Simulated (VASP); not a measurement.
GaN (zinc blende), at 0.96 of the tabulated volume:

```
GaN
1.0
    0.00000     2.22946     2.22946
    2.22946     0.00000     2.22946
    2.22946     2.22946     0.00000
Ga N
1 1
Direct
  0.00000   0.00000   0.00000
  0.25000   0.25000   0.25000
```

The lowest empty band near Γ, direction [100], from PBE with spin-orbit coupling in VASP (PAW); its two spin partners are averaged. The gap over the points computed is 1.93 eV, and the next band on that side lies 8.34 eV away at the edge.

Numerical set-up: 520 eV cut-off, 11×11×11 Γ-centred mesh, Gaussian smearing of 0.050 eV, potentials Ga_d N.

```csv
distance from the edge in k (1/Å),distance in energy (meV)
0.012,3.2
0.018,7.2
0.025,13.8
0.035,26.9
0.050,54.1
0.070,103.5
```

Problem. Fit E(1 + αE) = ħ²k²/2m* (ħ²/2m0 = 3.810 eV Å²) and predict the row at 0.095 1/Å.

Solution. Least squares on the energies gives the electron mass m* = 0.171 m0 and α = 0.52 per eV, and so 183.4 meV. The run gave 183.3 meV, -0.1 meV from the fit.

Left out are points under 3 meV from the edge, since the levels carry 0.1 meV, and points farther than half the way to the next band.

The compound is GaN in the zinc blende structure, a metastable form; wurtzite is the usual one. The cell was not relaxed at this level.
